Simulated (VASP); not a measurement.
Input for VASP

### INCAR
```
# general
SYSTEM  = ZnF2
PREC    = Accurate
ENCUT   = 620
LREAL   = .FALSE.
LASPH   = .TRUE.

# electronic loop
EDIFF   = 1E-6
NELM    = 100
ALGO    = Normal
LMAXMIX = 4

# smearing
ISMEAR  = 0
SIGMA   = 0.05

# ions
IBRION  = 2
NSW     = 40
ISIF    = 3
EDIFFG  = -0.02
PSTRESS = 100

# output
LWAVE   = .FALSE.
LCHARG  = .FALSE.
```

**POSCAR**
```
ZnF2
1
    4.5118644349     0.0000000000     0.0000000000
    0.0000000000     4.5118644349     0.0000000000
    0.0000000000     0.0000000000     3.0588997664
Zn F
2 4
Direct
  0.0000000000   0.0000000000   0.0000000000
  0.5000000000   0.5000000000   0.5000000000
  0.3022930353   0.3022930353   0.0000000000
  0.8022930353   0.1977069647   0.5000000000
  0.1977069647   0.8022930353   0.5000000000
  0.6977069647   0.6977069647   1.0000000000
```

KPOINTS:
```
Automatic
0
gamma
5 5 7
```

POTCAR, in this order: Zn F (LDA.64 set). Program: vasp_std.

Q: Write an equivalent input for Quantum ESPRESSO's pw.x.

A: One equivalent input (not run):
```
&CONTROL
  calculation = 'vc-relax'
  pseudo_dir = './pseudo'
  outdir = './out'
  tprnfor = .true.
  tstress = .true.
  nstep = 40
  forc_conv_thr = 0.00078
/
&SYSTEM
  ibrav = 0
  nat = 6
  ntyp = 2
  ecutwfc = 84
  occupations = 'smearing'
  smearing = 'gaussian'
  degauss = 0.003675
  input_dft = 'pz'
/
&ELECTRONS
  conv_thr = 7.3e-08
  electron_maxstep = 100
/
&IONS
/
&CELL
  press = 100
/
ATOMIC_SPECIES
  Zn 65.380 Zn.upf
  F 18.998 F.upf
CELL_PARAMETERS angstrom
     4.5118644    0.0000000    0.0000000
     0.0000000    4.5118644    0.0000000
     0.0000000    0.0000000    3.0588998
ATOMIC_POSITIONS crystal
  Zn   0.0000000  0.0000000  0.0000000
  Zn   0.5000000  0.5000000  0.5000000
  F    0.3022930  0.3022930  0.0000000
  F    0.8022930  0.1977070  0.5000000
  F    0.1977070  0.8022930  0.5000000
  F    0.6977070  0.6977070  1.0000000
K_POINTS automatic
  5 5 7 0 0 0
```
The two are equivalent in intent, not identical: the potentials are each code's own (VASP's PAW set, PseudoDojo norm-conserving files in pw.x), so ENCUT and ecutwfc are chosen apart and not converted; conv_thr bounds pw.x's estimated SCF error, while EDIFF bounds the energy change between steps; forc_conv_thr acts on force components and is met together with etot_conv_thr.

The compound is ZnF2 in the rutile structure. It was relaxed first under an external pressure of 10 GPa.
